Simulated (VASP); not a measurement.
These are revTPSS meta-GGA, VASP's PBE PAW potentials (set 64) (plane waves; VASP) values and carry that method's errors.

The input files of a VASP run:

KPOINTS:
```
Automatic
0
Gamma
 9 9 2
```

### INCAR
```
SYSTEM = MoS2
PREC = Accurate
ENCUT = 520
EDIFF = 1E-7
NELM = 100
ALGO = Normal
LREAL = .FALSE.
LASPH = .TRUE.
ISMEAR = 0
SIGMA = 0.05
METAGGA = RTPSS
LMIXTAU = .TRUE.
LMAXMIX = 4
LWAVE = .FALSE.
LCHARG = .FALSE.
LORBIT = 11
NEDOS = 601
ISIF = 2
LEFG = .TRUE.
```

KPOINTS_OPT:
```
k-points along high-symmetry lines
6
Line-mode
Reciprocal
  0.000000   0.000000   0.000000 ! GAMMA
  0.000000   0.500000   0.000000 ! M

  0.000000   0.500000   0.000000 ! M
 -0.333333   0.666667   0.000000 ! K

 -0.333333   0.666667   0.000000 ! K
  0.000000   0.000000   0.000000 ! GAMMA

  0.000000   0.000000   0.000000 ! GAMMA
  0.000000   0.000000   0.500000 ! A

  0.000000   0.000000   0.500000 ! A
  0.000000   0.500000   0.500000 ! L

  0.000000   0.500000   0.500000 ! L
 -0.333333   0.666667   0.500000 ! H

 -0.333333   0.666667   0.500000 ! H
  0.000000   0.000000   0.500000 ! A

  0.000000   0.500000   0.500000 ! L
  0.000000   0.500000   0.000000 ! M

 -0.333333   0.666667   0.500000 ! H
 -0.333333   0.666667   0.000000 ! K
```

POSCAR:
```
MoS2
1
    1.5773038591    -2.7319701485     0.0000000000
    1.5773038591     2.7319701485     0.0000000000
    0.0000000000     0.0000000000    13.0298397205
Mo S
2 4
Direct
  0.3333330000   0.6666670000   0.2500000000
  0.6666670000   0.3333330000   0.7500000000
  0.3333330000   0.6666670000   0.8706640881
  0.6666670000   0.3333330000   0.3706640881
  0.6666670000   0.3333330000   0.1293359119
  0.3333330000   0.6666670000   0.6293359119
```

POTCAR, in this order: Mo_sv S (PBE.64 set). Program: vasp_std.

Output

### OSZICAR
```
...
DAV:  15    -0.556474858634E+01    0.62195E+02   -0.30089E+04  1488   0.173E+05    0.585E+02
DAV:  16    -0.140979161735E+03   -0.13541E+03   -0.12761E+03  2269   0.484E+03    0.442E+02
DAV:  17    -0.226127148702E+02    0.11837E+03   -0.22991E+02  1936   0.625E+01    0.219E+02
DAV:  18    -0.414518565807E+01    0.18468E+02   -0.18167E+04  1488   0.122E+05    0.163E+02
DAV:  19    -0.227411284453E+02   -0.18596E+02   -0.17721E+02  2252   0.619E+03    0.146E+02
DAV:  20    -0.187008223747E+02    0.40403E+01   -0.15895E+01  2645   0.861E+02    0.105E+02
DAV:  21    -0.239710747965E+02   -0.52703E+01   -0.17376E+01  2889   0.209E+02    0.781E+01
DAV:  22    -0.211553505031E+02    0.28157E+01   -0.10693E+01  2897   0.102E+02    0.770E+01
DAV:  23    -0.242731734075E+02   -0.31178E+01   -0.70024E+00  2904   0.991E+01    0.770E+01
DAV:  24    -0.238266788260E+02    0.44649E+00   -0.64434E+00  2770   0.791E+01    0.606E+01
DAV:  25    -0.233276078024E+02    0.49907E+00   -0.28440E+00  2836   0.101E+02    0.578E+01
DAV:  26    -0.236938254783E+02   -0.36622E+00   -0.14521E+00  2758   0.794E+01    0.576E+01
DAV:  27    -0.244921253409E+02   -0.79830E+00   -0.13725E+00  2678   0.602E+01    0.579E+01
DAV:  28    -0.230359324113E+02    0.14562E+01   -0.32786E+00  2732   0.872E+01    0.374E+01
DAV:  29    -0.237453979137E+02   -0.70947E+00   -0.91731E-01  2694   0.742E+01    0.331E+01
DAV:  30    -0.242396824761E+02   -0.49428E+00   -0.78077E-01  2750   0.428E+01    0.326E+01
DAV:  31    -0.244849830112E+02   -0.24530E+00   -0.35910E-01  2712   0.545E+01    0.346E+01
DAV:  32    -0.245261112084E+02   -0.41128E-01   -0.26235E-01  2684   0.323E+01    0.332E+01
DAV:  33    -0.246957530249E+02   -0.16964E+00   -0.42675E+00  1733   0.210E+01    0.264E+01
DAV:  34    -0.244450494609E+02    0.25070E+00   -0.29686E-01  1823   0.256E+00    0.251E+01
DAV:  35    -0.241313925695E+02    0.31366E+00   -0.16573E+04  1488   0.163E+05    0.237E+01
DAV:  36    -0.240681596798E+02    0.63233E-01   -0.15656E+00  2071   0.115E+01    0.216E+01
DAV:  37    -0.251357771263E+02   -0.10676E+01   -0.10629E+01  2025   0.164E+00    0.215E+01
DAV:  38    -0.212280555670E+03   -0.18714E+03   -0.18870E+03  2316   0.838E-01    0.109E+01
DAV:  39    -0.101747741895E+04   -0.80520E+03   -0.10117E+04  2431   0.316E+01    0.290E+01
DAV:  40    -0.180035643646E+01    0.10157E+04   -0.55530E+04  1488   0.138E+05    0.199E+01
DAV:  41    -0.608944375561E+03   -0.60714E+03   -0.60489E+03  2426   0.691E+02    0.441E+01
DAV:  42    -0.909896388104E+06   -0.90929E+06   -0.90461E+06  2876   0.493E+01    0.250E+02
DAV:  43     0.101348476975E+03    0.91000E+06   -0.12550E+07  1488   0.747E+07    0.271E+02
DAV:  44     0.535478299328E+02   -0.47801E+02   -0.45484E+03  1925   0.251E+02    0.376E+01
DAV:  45    -0.175605245701E+02   -0.71108E+02   -0.71584E+02  2133   0.912E+01    0.472E+01
DAV:  46    -0.141959130349E+02    0.33646E+01   -0.27047E+04  1496   0.178E+05    0.244E+01
DAV:  47    -0.246342149801E+02   -0.10438E+02   -0.65841E+01  1817   0.357E+01    0.330E+01
DAV:  48    -0.247984460150E+02   -0.16423E+00   -0.23524E+00  1894   0.598E+00    0.325E+01
DAV:  49    -0.246302066058E+02    0.16824E+00   -0.14115E-01  1883   0.187E+00    0.323E+01
DAV:  50    -0.246232932526E+02    0.69134E-02   -0.17211E-02  1875   0.742E-01    0.322E+01
DAV:  51    -0.243136394200E+02    0.30965E+00   -0.18345E-01  1800   0.206E+00    0.261E+01
DAV:  52    -0.241782887423E+02    0.13535E+00   -0.43371E-02  2034   0.994E-01    0.248E+01
DAV:  53    -0.240876589015E+02    0.90630E-01   -0.16811E-01  1791   0.232E+00    0.211E+01
DAV:  54    -0.240325856310E+02    0.55073E-01   -0.76602E-02  2047   0.158E+00    0.179E+01
DAV:  55    -0.239920471359E+02    0.40538E-01   -0.96587E-03  1900   0.672E-01    0.160E+01
DAV:  56    -0.213491257880E+02    0.26429E+01   -0.19762E+04  1488   0.142E+05    0.110E+01
DAV:  57    -0.239276688260E+02   -0.25785E+01   -0.53776E+00  1488   0.204E+01    0.110E+01
DAV:  58    -0.240006525658E+02   -0.72984E-01   -0.13109E-01  1614   0.244E+00    0.986E+00
DAV:  59    -0.239709520158E+02    0.29701E-01   -0.46196E-02  1759   0.116E+00    0.968E+00
DAV:  60    -0.239963971828E+02   -0.25445E-01   -0.65192E-02  1768   0.112E+00    0.893E+00
DAV:  61    -0.240269711118E+02   -0.30574E-01   -0.24662E-01  1712   0.245E+00    0.857E+00
DAV:  62    -0.240574781677E+02   -0.30507E-01   -0.13033E-02  1747   0.681E-01    0.832E+00
DAV:  63    -0.240576321129E+02   -0.15395E-03   -0.67593E-04  1935   0.125E-01    0.833E+00
DAV:  64    -0.240265073794E+02    0.31125E-01   -0.77836E-03  1930   0.466E-01    0.833E+00
DAV:  65    -0.239286289603E+02    0.97878E-01   -0.69766E-02  1680   0.150E+00    0.884E+00
DAV:  66    -0.239209155503E+02    0.77134E-02   -0.10830E-01  1933   0.219E+00    0.901E+00
DAV:  67    -0.239413785469E+02   -0.20463E-01   -0.16130E-01  1939   0.203E+00    0.977E+00
DAV:  68    -0.239545399117E+02   -0.13161E-01   -0.30360E-02  1816   0.109E+00    0.106E+01
DAV:  69    -0.239567673583E+02   -0.22274E-02   -0.12233E-03  1755   0.217E-01    0.107E+01
DAV:  70    -0.239556254232E+02    0.11419E-02   -0.27957E-03  1621   0.334E-01    0.102E+01
DAV:  71    -0.239360589517E+02    0.19566E-01   -0.19160E-01  1616   0.231E+00    0.141E+01
DAV:  72    -0.239307552459E+02    0.53037E-02   -0.59795E-02  1909   0.128E+00    0.146E+01
DAV:  73    -0.239373389692E+02   -0.65837E-02   -0.44209E-03  1887   0.472E-01    0.145E+01
DAV:  74    -0.239576462069E+02   -0.20307E-01   -0.16567E-02  1566   0.739E-01    0.138E+01
DAV:  75    -0.239632239226E+02   -0.55777E-02   -0.33113E-02  1883   0.109E+00    0.109E+01
DAV:  76    -0.239381647013E+02    0.25059E-01   -0.42364E-02  1495   0.166E+00    0.101E+01
DAV:  77    -0.239803978462E+02   -0.42233E-01   -0.22318E-02  1670   0.118E+00    0.936E+00
DAV:  78    -0.239607465252E+02    0.19651E-01   -0.10017E-02  1502   0.857E-01    0.938E+00
DAV:  79    -0.239627418608E+02   -0.19953E-02   -0.13437E-02  1592   0.889E-01    0.855E+00
DAV:  80    -0.239658870003E+02   -0.31451E-02   -0.10817E-02  1556   0.791E-01    0.712E+00
DAV:  81    -0.239749637385E+02   -0.90767E-02   -0.20449E-01  1709   0.246E+00    0.526E+00
DAV:  82    -0.239746808706E+02    0.28287E-03   -0.20646E-02  1516   0.842E-01    0.652E+00
DAV:  83    -0.239606564224E+02    0.14024E-01   -0.94395E-03  1638   0.808E-01    0.764E+00
DAV:  84    -0.239580361499E+02    0.26203E-02   -0.62792E-03  1714   0.594E-01    0.784E+00
DAV:  85    -0.239578867954E+02    0.14935E-03   -0.31571E-03  1509   0.491E-01    0.802E+00
DAV:  86    -0.196654914506E+02    0.42924E+01   -0.27562E+04  1488   0.192E+05    0.454E+00
DAV:  87    -0.235254772070E+02   -0.38600E+01   -0.35895E+01  1878   0.183E+03    0.395E+00
DAV:  88    -0.239490100522E+02   -0.42353E+00   -0.38172E+00  1488   0.180E+01    0.394E+00
DAV:  89    -0.239637975842E+02   -0.14788E-01   -0.18157E-02  1807   0.103E+00    0.373E+00
DAV:  90    -0.239565979703E+02    0.71996E-02   -0.30743E-03  1708   0.463E-01    0.328E+00
DAV:  91    -0.239702777756E+02   -0.13680E-01   -0.19857E-02  1488   0.111E+00    0.162E+00
DAV:  92    -0.239550391140E+02    0.15239E-01   -0.75207E-03  1488   0.780E-01    0.152E+00
DAV:  93    -0.239646235228E+02   -0.95844E-02   -0.83687E-03  1488   0.906E-01    0.148E+00
DAV:  94    -0.239612135114E+02    0.34100E-02   -0.53019E-03  1488   0.714E-01    0.137E+00
DAV:  95    -0.239667142422E+02   -0.55007E-02   -0.39942E-03  1755   0.495E-01    0.134E+00
DAV:  96    -0.239626003239E+02    0.41139E-02   -0.17847E-03  1636   0.382E-01    0.132E+00
DAV:  97    -0.239656295328E+02   -0.30292E-02   -0.76712E-04  1637   0.265E-01    0.134E+00
DAV:  98    -0.239648043560E+02    0.82518E-03   -0.80589E-04  1903   0.161E-01    0.136E+00
DAV:  99    -0.239644530085E+02    0.35135E-03   -0.57982E-04  1951   0.143E-01    0.134E+00
DAV: 100    -0.239635749316E+02    0.87808E-03   -0.31598E-04  1896   0.116E-01
   1 F= -.23963575E+02 E0= -.23963575E+02  d E =-.917279E-12
       N       E                     dE             ncg
       N       E                     dE             ncg
       N       E                     dE             ncg
```

**OUTCAR**
```
------------------------ aborting loop EDIFF was not reached (unconverged)  ----------------------------
  FORCE on cell =-STRESS in cart. coord.  units (eV):
  Direction    XX          YY          ZZ          XY          YZ          ZX
  --------------------------------------------------------------------------------------
  Total       -0.1633928     -0.1633928     -0.4251443      0.0000000      0.0000000      0.0000000
  in kB       -2.3312191     -2.3312186     -6.0657781      0.0000000      0.0000000      0.0000000
  external PRESSURE =      -3.5760719 kB  Pullay stress =       0.0000000 kB
  volume of cell :      112.29
      direct lattice vectors                 reciprocal lattice vectors
     1.577303859 -2.731970148  0.000000000     0.316996625 -0.183018105  0.000000000
     1.577303859  2.731970148  0.000000000     0.316996625  0.183018105  0.000000000
     0.000000000  0.000000000 13.029839721     0.000000000  0.000000000  0.076746915
 POSITION                                       TOTAL-FORCE (eV/Angst)
 -----------------------------------------------------------------------------------
      1.57730      0.91066      3.25746        -0.000000      0.000000      0.000000
      1.57730     -0.91066      9.77238         0.000000      0.000000      0.000000
      1.57730      0.91066     11.34461        -0.000000      0.000000      0.015138
      1.57730     -0.91066      4.82969        -0.000000     -0.000000      0.015138
      1.57730     -0.91066      1.68523         0.000000     -0.000000     -0.015138
      1.57730      0.91066      8.20015        -0.000000      0.000000     -0.015138
 -----------------------------------------------------------------------------------
    total drift:                               -0.000223      0.001629     -0.000030
  FREE ENERGIE OF THE ION-ELECTRON SYSTEM (eV)
  ---------------------------------------------------
  free  energy   TOTEN  =       -23.9635749316 eV

  energy  without entropy=      -23.9635749316  energy(sigma->0) =      -23.96357493

 total charge

# of ion       s       p       d       tot
------------------------------------------
    1        2.283   6.209   3.889  12.381
    2        2.283   6.209   3.889  12.381
    3        1.353   2.341   0.000   3.694
    4        1.353   2.341   0.000   3.694
    5        1.353   2.341   0.000   3.694
    6        1.353   2.341   0.000   3.694
--------------------------------------------------
tot          9.979  21.783   7.778  39.540

 Electric field gradients after diagonalization (V/A^2)
 (convention: |V_zz| > |V_xx| > |V_yy|)
----------------------------------------------------------------------
 ion       V_xx      V_yy      V_zz     asymmetry (V_yy - V_xx)/ V_zz
----------------------------------------------------------------------
   1      37.500    37.488   -74.988       0.000
   2      37.500    37.488   -74.988       0.000
   3      26.560    26.558   -53.118       0.000
   4      26.560    26.558   -53.118       0.000
   5      26.560    26.558   -53.118       0.000
   6      26.560    26.558   -53.118       0.000
```
(Selected blocks of OUTCAR.)

File stdout:
```
...
     0.0000000     0.0000000     0.0000000    42.6529062    -0.0000000     0.0000806
     0.0000369     0.0000000     0.0000000    42.6527862    -0.0000000     0.0000806
     0.0000508     0.0000000     0.0000000    42.6527133    -0.0000000     0.0000806
     0.0000700     0.0000000     0.0000000    42.6525921    -0.0000000     0.0000806
     0.0000964     0.0000000     0.0000000    42.6523923    -0.0000000     0.0000806

ion   5
     0.0000000    -0.0000000    -0.0000000     3.1601423    -0.0000000     0.0000061
     0.0000369    -0.0000000    -0.0000000     3.1601423    -0.0000000     0.0000061
     0.0000508    -0.0000000    -0.0000000     3.1601423    -0.0000000     0.0000061
     0.0000700    -0.0000000    -0.0000000     3.1601422    -0.0000000     0.0000061
     0.0000964    -0.0000000    -0.0000000     3.1601422    -0.0000000     0.0000061

     0.0000000    -0.0000000    -0.0000000    42.6529062    -0.0000000     0.0000806
     0.0000369    -0.0000000    -0.0000000    42.6527862    -0.0000000     0.0000806
     0.0000508    -0.0000000    -0.0000000    42.6527133    -0.0000000     0.0000806
     0.0000700    -0.0000000    -0.0000000    42.6525921    -0.0000000     0.0000806
     0.0000964    -0.0000000    -0.0000000    42.6523923    -0.0000000     0.0000806

ion   6
     0.0000000    -0.0000000    -0.0000000     3.1601423     0.0000000     0.0000061
     0.0000369    -0.0000000    -0.0000000     3.1601423     0.0000000     0.0000061
     0.0000508    -0.0000000    -0.0000000     3.1601423     0.0000000     0.0000061
     0.0000700    -0.0000000    -0.0000000     3.1601422     0.0000000     0.0000061
     0.0000964    -0.0000000    -0.0000000     3.1601422     0.0000000     0.0000061

     0.0000000    -0.0000000    -0.0000000    42.6529062     0.0000000     0.0000806
     0.0000369    -0.0000000    -0.0000000    42.6527862     0.0000000     0.0000806
     0.0000508    -0.0000000    -0.0000000    42.6527133     0.0000000     0.0000806
     0.0000700    -0.0000000    -0.0000000    42.6525921     0.0000000     0.0000806
     0.0000964    -0.0000000    -0.0000000    42.6523923     0.0000000     0.0000806

   1 F= -.23963575E+02 E0= -.23963575E+02  d E =-.917279E-12
 Start KPOINTS_OPT (optional k-point list driver)
k-point batch [1-24\54]
       N       E                     dE             ncg
k-point batch [25-48\54]
       N       E                     dE             ncg
k-point batch [49-54\54]
       N       E                     dE             ncg
```

Convergence was not reached.

Without a dispersion term in the relaxation, distances and binding between the weakly bound layers, chains or molecules are unreliable, and so is what depends on them.

The compound is MoS2 in the 2H layered structure. It was relaxed first, which changed the volume by +6 %.
